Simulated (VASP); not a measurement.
**ZnO: transverse stress against strain**

ZnO (wurtzite, P6_3mc, 11.424 Å³/atom and stress up to 0.27 GPa in the relaxed cell, c along z) under an equal strain ε along x and y, with z held. LDA in VASP (plane waves, PAW), 600 eV, 12×12×6 Γ-centred mesh, Gaussian smearing 0.05 eV; ions are relaxed, or left where forces stay under 0.02 eV/Å, within the symmetry of each cell. Stress is positive for a compressed cell.

Here s stands for strain and y for stress zz.

| strain (%) | stress zz (GPa) |
|---|---|
| -1.50 | 3.86 |
| -1.00 | 2.43 |
| -0.50 | 1.05 |
| 0.00 | -0.17 |
| 0.50 | -1.41 |
| 1.00 | -2.54 |
| 1.50 | -3.58 |
| 3.00 | ? |

Task: Fit y against s with a straight line, and predict the withheld value at s = 3.00.

Result: Means: s 0, y -0.051. About the means, the sum of products is -17.360 and the sum of squares of s is 7.0000; the slope is their ratio. Least squares gives y = -0.051 - 2.4800·s. Residuals (row less fit): 0.191, 0.001, -0.139, -0.119, -0.119, -0.009, 0.191; standard error 0.155 (degrees of freedom: 5). The slope gives the elastic constant 2C13 = 248 ± 6 GPa (± standard error of the fit, which holds the terms cut off). At the withheld row, y = -0.051 - 2.4800 × 3.0 = -7.491 GPa. The calculation gives -6.28 GPa, 1.211 GPa above the prediction (11.9 % of the range of y in the table). The row lies outside the fitted rows, so this is an extrapolation. From the scatter of the fitted rows alone, a prediction at this place has a standard error of 0.242 GPa, so the miss is 5.0 times that.

A polynomial of degree 2 through the 12 other runs of the series gives -6.20 there, so most of the miss is curvature that the fit leaves out. Rows are the converged runs of the series near zero and its far end; series whose fitted rows scatter by over a few per cent of the range, as at a crossing or softening among them, aren't shown in this form, nor equations of state whose B0' disagrees with the runs' pressures. Most that stay on the fit to the last digits aren't either.
